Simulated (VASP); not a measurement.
Given:

```
TlSe
1.0
    3.65531     0.00000     0.00000
    0.00000     3.65531     0.00000
    0.00000     0.00000     3.65531
Tl Se
1 1
Direct
  0.50000   0.50000   0.50000
  0.00000   0.00000   0.00000
```

These are PBEsol GGA with spin-orbit coupling, VASP's PBE PAW potentials (set 64) (plane waves; VASP) values and carry that method's errors. Run with 400 eV cut-off, 9×9×9 Γ-centred mesh, Gaussian smearing of 0.050 eV, potentials Tl_d Se.

Q: Give the energies of bands 13 to 25 at the high-symmetry points, in eV from the Fermi level.

A: 
```json
[
 {"band": "13", "Γ": "-4.46", "X": "-7.13", "M": "-4.45", "R": "-2.72"},
 {"band": "14", "Γ": "-4.46", "X": "-7.13", "M": "-4.45", "R": "-2.72"},
 {"band": "15", "Γ": "-1.60", "X": "-0.16", "M": "-4.28", "R": "-2.18"},
 {"band": "16", "Γ": "-1.60", "X": "-0.16", "M": "-4.28", "R": "-2.18"},
 {"band": "17", "Γ": "-1.03", "X": "0.19", "M": "-4.18", "R": "-1.99"},
 {"band": "18", "Γ": "-1.03", "X": "0.19", "M": "-4.18", "R": "-1.99"},
 {"band": "19", "Γ": "-1.03", "X": "1.43", "M": "0.13", "R": "-1.99"},
 {"band": "20", "Γ": "-1.03", "X": "1.43", "M": "0.13", "R": "-1.99"},
 {"band": "21", "Γ": "6.13", "X": "1.58", "M": "5.35", "R": "-0.01"},
 {"band": "22", "Γ": "6.13", "X": "1.58", "M": "5.35", "R": "-0.01"},
 {"band": "23", "Γ": "6.13", "X": "5.03", "M": "6.23", "R": "1.16"},
 {"band": "24", "Γ": "6.13", "X": "5.03", "M": "6.23", "R": "1.16"},
 {"band": "25", "Γ": "7.30", "X": "5.97", "M": "7.84", "R": "1.16"}
]
```

It has no gap at this level: it comes out as a metal or semimetal.

The structure comes from a computed database's TlSe entry (Pm-3m); how it stands against other phases isn't given here. It was relaxed first, which changed the volume by -8 %.
